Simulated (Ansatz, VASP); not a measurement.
# Al2SbP (CuAu-ordered zincblende type (invented)) in two plane-wave programs, part 2 of 3

One calculation is typed for both programs; each brings its own data sets. How far apart do they land? The cell is generated by rule, not measured, and may not be a known phase. The cell is taken from a series of runs on this material, whose earlier steps may have relaxed, scaled, displaced or heated it; both programs get it as it stands.

VASP 6.6.1 and Ansatz 0.2.0.

So far: The structure; VASP: zone-centre phonons, LDA, pair 1.

### Step 2. VASP: zone-centre phonons, LDA, pair 1 (continued)

Level of this step: LDA; plane waves and PAW (P, Sb, Al); invented cell (VASP).

Numbers of over 12 decimals in the logs are rounded to 6 here.

Parts of OUTCAR (step 2):

```text
NELECT = 16.16

 ion  position               nearest neighbor table
   1  0.000  0.000  0.000-   3 2.41   4 2.41   3 2.41   4 2.41
   2  0.500  0.500  0.500-   3 2.59   4 2.59   4 2.59   3 2.59
   3  0.000  0.500  0.222-   1 2.41   1 2.41   2 2.59   2 2.59
   4  0.500  0.000  0.778-   1 2.41   1 2.41   2 2.59   2 2.59

  LATTYP: Found a simple tetragonal cell.
 ALAT       =     4.0711574223
 C/A-ratio  =     1.4191171568

 Subroutine GETGRP returns: Found  8 space group operations
 (whereof  8 operations were pure point group operations)

The static configuration has the point symmetry D_2d.

 Found     60 irreducible k-points:

   k-points           NKPTS =     60   k-points in BZ     NKDIM =     60   number of bands    NBANDS=     14

   dimension x,y,z NGX =    30 NGY =   30 NGZ =   42
   dimension x,y,z NGXF=    60 NGYF=   60 NGZF=   84

   ENCUT  =  500.0 eV  36.75 Ry    6.06 a.u.   7.42  7.42 10.53*2*pi/ulx,y,z

 k-points in reciprocal lattice and weights: Automatic mesh
   0.00000000  0.00000000  0.00000000       0.003
   0.12500000  0.00000000  0.00000000       0.010
   0.25000000  0.00000000  0.00000000       0.010
   0.37500000  0.00000000  0.00000000       0.010
   0.50000000  0.00000000  0.00000000       0.005
   0.12500000  0.12500000  0.00000000       0.010
   0.25000000  0.12500000  0.00000000       0.021
   0.37500000  0.12500000  0.00000000       0.021
   0.50000000  0.12500000  0.00000000       0.010
[...]
0.50000000  0.37500000  0.50000000       0.010
   0.50000000  0.50000000  0.50000000       0.003

 average (electrostatic) potential at core
       1 -84.0378       2 -87.4047       3 -73.4408       4 -73.4408

  Total        1.6195793      1.6195793      1.5645356      0.0000000      0.0000000      0.0000000
  in kB       27.0982269     27.0982269     26.1772550      0.0000000      0.0000000      0.0000000
  external PRESSURE =      26.7912362 kB  Pullay stress =       0.0000000 kB

  energy-cutoff  :      500.00
  volume of cell :       95.76
      direct lattice vectors                 reciprocal lattice vectors
     4.071157422  0.000000000  0.000000000     0.245630394  0.000000000  0.000000000
     0.000000000  4.071157422  0.000000000     0.000000000  0.245630394  0.000000000
     0.000000000  0.000000000  5.777449346     0.000000000  0.000000000  0.173086762

 POSITION                                       TOTAL-FORCE (eV/Angst)
 -----------------------------------------------------------------------------------
      0.00000      0.00000      0.00000         0.000000      0.000000      0.000000
      2.03558      2.03558      2.88872         0.000000     -0.000000      0.000000
      0.00000      2.03558      1.28351         0.000000      0.000000     -0.272353
      2.03558      0.00000      4.49394         0.000000      0.000000      0.272353
 -----------------------------------------------------------------------------------
    total drift:                               -0.000000     -0.000000     -0.000000

 Eigenvectors and eigenvalues of the dynamical matrix
 ----------------------------------------------------

   1 f  =   11.494291 THz    72.220758 2PiTHz  383.408263 cm-1    47.536545 meV
             X         Y         Z           dx          dy          dz
      0.000000  0.000000  0.000000     0.583377    0.384233   -0.000000
      2.035579  2.035579  2.888725     0.056088    0.036942   -0.000000
      0.000000  2.035579  1.283507    -0.175940   -0.374333    0.000000
      2.035579  0.000000  4.493943    -0.568346   -0.115880    0.000000

   2 f  =   11.494291 THz    72.220758 2PiTHz  383.408263 cm-1    47.536545 meV
             X         Y         Z           dx          dy          dz
      0.000000  0.000000  0.000000    -0.384233    0.583377    0.000000
      2.035579  2.035579  2.888725    -0.036942    0.056088   -0.000000
      0.000000  2.035579  1.283507     0.115880   -0.568346   -0.000000
      2.035579  0.000000  4.493943     0.374333   -0.175940   -0.000000

   3 f  =   11.237733 THz    70.608760 2PiTHz  374.850432 cm-1    46.475509 meV
             X         Y         Z           dx          dy          dz
      0.000000  0.000000  0.000000    -0.000000    0.000000   -0.644847
      2.035579  2.035579  2.888725    -0.000000   -0.000000   -0.170763
      0.000000  2.035579  1.283507     0.000000   -0.000000    0.526788
      2.035579  0.000000  4.493943     0.000000   -0.000000    0.526788

   4 f  =   10.706063 THz    67.268176 2PiTHz  357.115813 cm-1    44.276698 meV
             X         Y         Z           dx          dy          dz
      0.000000  0.000000  0.000000    -0.000000   -0.000000    0.000000
      2.035579  2.035579  2.888725    -0.000000    0.000000    0.000000
      0.000000  2.035579  1.283507     0.000000    0.000000    0.707107
      2.035579  0.000000  4.493943     0.000000   -0.000000   -0.707107

   5 f  =    9.672958 THz    60.776988 2PiTHz  322.655149 cm-1    40.004122 meV
             X         Y         Z           dx          dy          dz
      0.000000  0.000000  0.000000     0.144765   -0.001710    0.000000
      2.035579  2.035579  2.888725    -0.411281    0.004857    0.000000
      0.000000  2.035579  1.283507     0.884457    0.001958   -0.000000
      2.035579  0.000000  4.493943    -0.165792   -0.010446    0.000000

   6 f  =    9.672958 THz    60.776988 2PiTHz  322.655149 cm-1    40.004122 meV
             X         Y         Z           dx          dy          dz
      0.000000  0.000000  0.000000    -0.001710   -0.144765    0.000000
      2.035579  2.035579  2.888725     0.004857    0.411281    0.000000
      0.000000  2.035579  1.283507    -0.010446    0.165792   -0.000000
      2.035579  0.000000  4.493943     0.001958   -0.884457    0.000000

   7 f  =    7.118874 THz    44.729206 2PiTHz  237.460082 cm-1    29.441285 meV
             X         Y         Z           dx          dy          dz
      0.000000  0.000000  0.000000     0.000000   -0.000000    0.659072
      2.035579  2.035579  2.888725    -0.000000   -0.000000   -0.617819
      0.000000  2.035579  1.283507     0.000000   -0.000000    0.303253
      2.035579  0.000000  4.493943     0.000000   -0.000000    0.303253

   8 f  =    2.767024 THz    17.385723 2PiTHz   92.297979 cm-1    11.443486 meV
             X         Y         Z           dx          dy          dz
      0.000000  0.000000  0.000000    -0.045673   -0.582358   -0.000000
      2.035579  2.035579  2.888725     0.038078    0.485525   -0.000000
      0.000000  2.035579  1.283507     0.016161   -0.613635   -0.000000
      2.035579  0.000000  4.493943    -0.048126    0.206066   -0.000000

   9 f  =    2.767024 THz    17.385723 2PiTHz   92.297979 cm-1    11.443486 meV
             X         Y         Z           dx          dy          dz
      0.000000  0.000000  0.000000    -0.582358    0.045673    0.000000
      2.035579  2.035579  2.888725     0.485525   -0.038078    0.000000
      0.000000  2.035579  1.283507     0.206066    0.048126    0.000000
      2.035579  0.000000  4.493943    -0.613635   -0.016161    0.000000

  10 f/i=    0.000586 THz     0.003685 2PiTHz    0.019563 cm-1     0.002426 meV
             X         Y         Z           dx          dy          dz
      0.000000  0.000000  0.000000    -0.250088    0.295475    0.000000
      2.035579  2.035579  2.888725    -0.495873    0.585866    0.000000
      0.000000  2.035579  1.283507    -0.233400    0.275742    0.000000
      2.035579  0.000000  4.493943    -0.233386    0.275759    0.000000

  11 f/i=    0.000586 THz     0.003685 2PiTHz    0.019563 cm-1     0.002426 meV
             X         Y         Z           dx          dy          dz
      0.000000  0.000000  0.000000    -0.295475   -0.250088    0.000000
      2.035579  2.035579  2.888725    -0.585866   -0.495873    0.000000
      0.000000  2.035579  1.283507    -0.275759   -0.233386    0.000000
      2.035579  0.000000  4.493943    -0.275742   -0.233400    0.000000

  12 f/i=    0.000757 THz     0.004754 2PiTHz    0.025240 cm-1     0.003129 meV
             X         Y         Z           dx          dy          dz
      0.000000  0.000000  0.000000     0.000000    0.000000    0.387036
      2.035579  2.035579  2.888725     0.000000    0.000000    0.767554
      0.000000  2.035579  1.283507     0.000000    0.000000    0.361292
      2.035579  0.000000  4.493943     0.000000    0.000000    0.361292

 ELASTIC MODULI CONTR FROM IONIC RELAXATION (kBar)
 Direction    XX          YY          ZZ          XY          YZ          ZX
 --------------------------------------------------------------------------------
 XX        -319.2987    310.3240     -7.8237      0.0000     -0.0000      0.0000
 YY         310.3240   -319.2987     -7.8237      0.0000      0.0000     -0.0000
 ZZ          -7.8237     -7.8237    -13.6407      0.0000     -0.0000      0.0000
 XY           0.0000      0.0000      0.0000      0.0000      0.0000      0.0000
 YZ          -0.0000      0.0000     -0.0000      0.0000   -276.7580     -0.0000
 ZX           0.0000     -0.0000      0.0000      0.0000     -0.0000   -317.4095
 --------------------------------------------------------------------------------
```

### Step 3. Ansatz: zone-centre phonons, LDA, pair 1

Ansatz runs on its default PAW (the set named soft_2) files.

The same cell, functional (in two slightly different forms), mesh and smearing now go to Ansatz, which takes its cutoff from its data sets.

File input.yaml:

```yaml
crystal:
  lattice:
    - [4.0711574223, 0.0, 0.0]
    - [0.0, 4.0711574223, 0.0]
    - [0.0, 0.0, 5.7774493459]
  atoms:
    - { symbol: P, position: [0.0, 0.0, 0.0] }
    - { symbol: Sb, position: [0.5, 0.5, 0.5] }
    - { symbol: Al, position: [0.0, 0.5, 0.222158027] }
    - { symbol: Al, position: [0.5, 0.0, 0.777841973] }
total_charge: -0.16
kpoints:
  mp_grid: { grid: [8, 8, 6] }
hamiltonian:
  xc: lda
scf:
  occupations: { method: fermi_dirac, width: 0.05 }
  n_extra_bands: 10
output:
  eigenvalues: true
phonons:
  method: dfpt
```

Run with:

```
$ ansatz run input.yaml --threads 4 --pin off --max-ram 8192MiB --backend cpu --events-out ev --progress --plain --runs-dir out
```

Output:

```text
scf.n_extra_bands = 10 over 14 filled bands (N_el = 26.2): the run solves 24 bands
zone centre: on kpoints.mp_grid the ground state, and the responses unless they are solved on pairs of k-points, stand on 100 of the mesh's 384 k-points, reduced under 4 symmetry operations, with k and −k counted as one. Each operation leaves every solved displacement unchanged or reverses it
Engine: ansatz 0.2.0, aarch64-unknown-linux-gnu
Pseudopotentials: kind: paw
Pseudopotential: P, paw, valence charge 5, recommended cutoff 420 eV (normal), P.paw.azcp
Pseudopotential: Sb, paw, valence charge 15, recommended cutoff 420 eV (normal), Sb.paw.azcp
Pseudopotential: Al, paw, valence charge 3, recommended cutoff 420 eV (normal), Al.paw.azcp
Functional definition: SPW92
  exchange = slater_x
  correlation = pw_c
Crystal: 4 atoms, lattice volume = 95.757 Å³
Basis set: ecut = 420 eV, 1875 PW (Γ), exchange–correlation on 60×60×80 points (8 copies of the dense FFT grid, shifted against one another)
Bands: 24, of which v1, the nominal top of the filled ones, is band 13 counted from 1 (12 counted from 0)
Symmetry: 8 space group operations
k-points: 100 of 384 (irreducible under 4 space group operations, time reversal used)
Non-local potential: P, projectors of the file, l = 0: 2, l = 1: 2, l = 2: 2
Non-local potential: Sb, projectors of the file, l = 0: 2, l = 1: 2, l = 2: 2, l = 3: 2
Non-local potential: Al, projectors of the file, l = 0: 2, l = 1: 2, l = 2: 1
PAW form: soft (Blöchl's): semilocal exchange-correlation on the pseudo side does not see the compensation charge
PAW frozen core: P, regenerated for the run's functional, and the local potential with it (the file was generated under x = pbe(κ = 0.804, μ = 0.219515), c = pbe(β = 0.066725))
PAW frozen core: Sb, regenerated for the run's functional, and the local potential with it (the file was generated under x = pbe(κ = 0.804, μ = 0.219515), c = pbe(β = 0.066725))
PAW frozen core: Al, regenerated for the run's functional, and the local potential with it (the file was generated under x = pbe(κ = 0.804, μ = 0.219515), c = pbe(β = 0.066725))
PAW one-centre angular grid: P, 110 points (default); XC on 64 Gauss nodes
PAW one-centre angular grid: Sb, 590 points (default); XC on 64 Gauss nodes
PAW one-centre angular grid: Al, 110 points (default); XC on 64 Gauss nodes
Initial density: superposition of atomic densities (neutral atoms scaled as one to the charged cell's electrons: chi_scale 0, normalization atom), corrected by the library's trained network
Initial wavefunctions: pseudopotential atomic-orbital guess
Functional: x = slater, c = lda
SCF iter   1: F=—  HF=-8087.730755 eV  |F-HF|=—  |Δ(HF+E_count)|=         —  Δρ=1.38e-2  dr2=2.19e-1  ethr=1.77e-3  ⟨swp⟩=7.8  Hψ=15333  notcnv=0  defer=55
preconditioner: auto → Kerker (q_TF=auto, 2.198 Å⁻¹)  [metal: Δε(μ)=0.016 eV  Ē_g=10.272 eV  σ=0.050 eV  W_gap=0.08  n_scr=20 (ndim 8)  ℏωp=15.3 eV  f_vac=0.001  D(μ)=0.56/eV (n_scr^D=0)]
SCF iter   2: F=—  HF=-8087.660761 eV  |F-HF|=—  |Δ(HF+E_count)|=   7.00e-2  Δρ=6.01e-3  dr2=6.08e-2  ethr=8.38e-4  ⟨swp⟩=3.0  Hψ=5050  notcnv=0  defer=323
SCF iter   3: F=—  HF=-8087.639596 eV  |F-HF|=—  |Δ(HF+E_count)|=   2.12e-2  Δρ=1.41e-3  dr2=6.22e-3  ethr=2.32e-4  ⟨swp⟩=3.1  Hψ=4086  notcnv=0  defer=358
SCF iter   4: F=—  HF=-8087.637833 eV  |F-HF|=—  |Δ(HF+E_count)|=   1.76e-3  Δρ=4.15e-4  dr2=5.28e-4  ethr=2.38e-5  ⟨swp⟩=2.5  Hψ=2785  notcnv=0  defer=358
SCF iter   5: F=—  HF=-8087.637717 eV  |F-HF|=—  |Δ(HF+E_count)|=   1.16e-4  Δρ=1.15e-4  dr2=2.53e-5  ethr=2.02e-6  ⟨swp⟩=2.3  Hψ=2712  notcnv=0  defer=358
SCF iter   6: F=—  HF=-8087.637709 eV  |F-HF|=—  |Δ(HF+E_count)|=   7.48e-6  Δρ=2.94e-5  dr2=2.54e-6  ethr=9.66e-8  ⟨swp⟩=2.3  Hψ=2842  notcnv=0  defer=358
SCF iter   7: F=—  HF=-8087.637711 eV  |F-HF|=—  |Δ(HF+E_count)|=   1.45e-6  Δρ=1.25e-5  dr2=4.07e-7  ethr=9.72e-9  ⟨swp⟩=2.2  Hψ=2905  notcnv=0  defer=358
SCF iter   8: F=—  HF=-8087.637711 eV  |F-HF|=—  |Δ(HF+E_count)|=   2.36e-8  Δρ=3.24e-6  dr2=1.75e-8  ethr=1.56e-9  ⟨swp⟩=2.2  Hψ=2795  notcnv=0  defer=358
SCF iter   9: F=—  HF=-8087.637711 eV  |F-HF|=—  |Δ(HF+E_count)|=   3.04e-9  Δρ=1.01e-6  dr2=1.41e-9  ethr=6.68e-11  ⟨swp⟩=2.0  Hψ=3030  notcnv=0  defer=358
SCF iter  10: F=—  HF=-8087.637711 eV  |F-HF|=—  |Δ(HF+E_count)|=  2.28e-10  Δρ=2.43e-7  dr2=8.56e-11  ethr=5.41e-12  ⟨swp⟩=3.0  Hψ=3640  notcnv=0  defer=358
SCF iter  11: F=—  HF=-8087.637711 eV  |F-HF|=—  |Δ(HF+E_count)|=  9.09e-13  Δρ=8.72e-8  dr2=1.19e-11  ethr=1.00e-12  ⟨swp⟩=14.2  Hψ=14102  notcnv=0
SCF iter  12: F=-8087.637711 eV  HF=-8087.637711 eV  |F-HF|=4.55e-12  |Δ(HF+E_count)|=  9.09e-13  Δρ=2.22e-8  dr2=8.23e-13  ethr=1.00e-12  ⟨swp⟩=5.9  Hψ=7884  notcnv=0
SCF 1 converged in 12 iterations: F = -8087.637711 eV  dr2 = 8.23e-13
  greatest PAW one-centre occupation: 0.998 electrons in one spin orbital (limit 2), on the Sb atom at site 1 (counted from 0), in its partial waves of l = 2
DFPT response loops at Γ: preconditioner auto → Kerker (q_TF=auto, 2.198 Å⁻¹) (partly filled bands, converged f_vac=0.000); β = 1.00, the filter's whole step (`scf.mixing.beta` (0.50) is not read by the response loops under this deck's `scf.mixing.preconditioner`; to damp them name `kerker` or `kerker_dos`, under which they read `scf.mixing.beta`, and type it under 1.00, their step now; both keys bind the ground state too); Broyden in place of MSR1
SCF converged after 12 iterations
Free energy (F): -8087.637711 eV
Harris-Foulkes:  -8087.637711 eV  (|F-HF|=4.55e-12)
Internal energy: -8087.633171 eV  (E = F + TS)
E sigma→0 (E₀):  -8087.635441 eV
Entropy (-TS):   -0.004539 eV (-1.135 meV/atom)
Fermi energy:    7.253743 eV
--- Per-component energies (eV) ---
  E_band       = -197.537226
  E_kinetic    = 327.862467
  E_local      = -2143.472560  (includes V_loc(G=0)·N_el)
  E_nonlocal   = 425.870983
  E_hartree    = 963.189793
  E_xc         = -279.003240
  E_vxc        = -218.529847  (∫ρ·V_xc dr)
  E_paw        = -5855.629903  (= ΣΔE_a)
  E_vpaw       = -515.647839  (= ΣTr[D̂ρ^β])
  E_aug_tail   = -0.000007  (compensation charges beyond the density's cutoff)
  E_ewald      = -1527.238312
  E_core_change = 0.787608  (= ΣΔE_core)
  E_smearing   = -0.004539  (= −TS)
  E_closure    = -0.000000  (closes the sum)
  E_deformation_potential = -1.986127  (in the stress; not in F)
  Σ components = -8087.637711   (vs F -8087.637711, Δ=0.00e0)
--- Band table (eV; the first three rows and the last of 100) ---
  k-point 0: bands = [... 9 lower, 3.3268, 5.7244, 6.0162, 6.0162, 6.6204, 7.4412, 8.5310, 9.5697, ... 7 higher]
  k-point 1: bands = [... 9 lower, 3.3954, 5.0068, 5.7786, 5.7786, 6.9059, 7.5982, 9.0491, 9.4676, ... 7 higher]
  k-point 2: bands = [... 9 lower, 3.5634, 3.8417, 5.3355, 5.3355, 7.2736, 7.9099, 9.0241, 9.9406, ... 7 higher]
  k-point 99: bands = [... 9 lower, 2.5814, 2.5814, 2.8704, 2.8925, 9.7823, 9.8308, 10.7677, 10.7677, ... 7 higher]
--- Phonons (Γ-DFPT): 7 representative perturbations + reference, on 100 of 384 k-points (Σ response iterations 21) ---
  k mesh reduced under 4 symmetry operations, with k and −k counted as one. Each operation leaves every solved displacement unchanged or reverses it
  ASR residual: 7.867e-6 → 0.000e0 eV/Å²; symmetrization residual: 1.139e-5 eV/Å²
  ASR residual per site (eV/Å²): 2.77e-6 7.87e-6 7.69e-6 7.69e-6
  Γ frequencies (cm⁻¹): 0.00 0.00 0.00 93.60 93.60 235.69 318.51 318.51 356.50 373.26 383.17 383.17
  non-analytic LO–TO correction: not included (Born effective charges unavailable; polar crystals: no LO–TO splitting at Γ)
```

Reading the cycles: dr2 is the Hartree energy of the density residual (eV), the measure of convergence; HF is the Harris–Foulkes estimate of the energy, which meets the free energy F at convergence.

### Step 4. Differences

Known differences besides the potentials themselves: the cutoff is 420 eV in Ansatz and 500 eV in VASP; VASP's log shows a relativistic correction to its local exchange, Ansatz's none. Total energies have different zeros and are not compared.

Compared:

| quantity | Ansatz | VASP | difference |
| --- | --- | --- | --- |
| optical mode 1 to 2 (cm⁻¹) | 93.6 | 92.3 | +1.41 % |
| optical mode 3 (cm⁻¹) | 235.7 | 237.5 | -0.75 % |
| optical mode 4 to 5 (cm⁻¹) | 318.5 | 322.7 | -1.28 % |
| optical mode 6 (cm⁻¹) | 356.5 | 357.1 | -0.17 % |
| optical mode 7 (cm⁻¹) | 373.3 | 374.9 | -0.42 % |
| optical mode 8 to 9 (cm⁻¹) | 383.2 | 383.4 | -0.06 % |

Modes are paired by rising frequency, not by their patterns, so a pair may set unlike modes beside each other; they are those without the splitting of longitudinal modes. The cell carries a charge of -0.16 e against a uniform background, so its pressure also hangs on how the neutralising background is counted, and in a defect's cell a gap may be the spacing between its levels.

(Continued in part 3 of 3.)

[Lines on the potential files, build, host, timing and source positions are cut from VASP's logs without a mark.]

[Logs are printed without paths, hosts, clocks, repeated set-up lines and the standing remarks that a program may print on its own settings, such as how far it seeks lower states.]

[Hosts, paths, dates, database ids (printed as entryN), source tags and the programs' standing remarks are cut or masked in the printed files.]
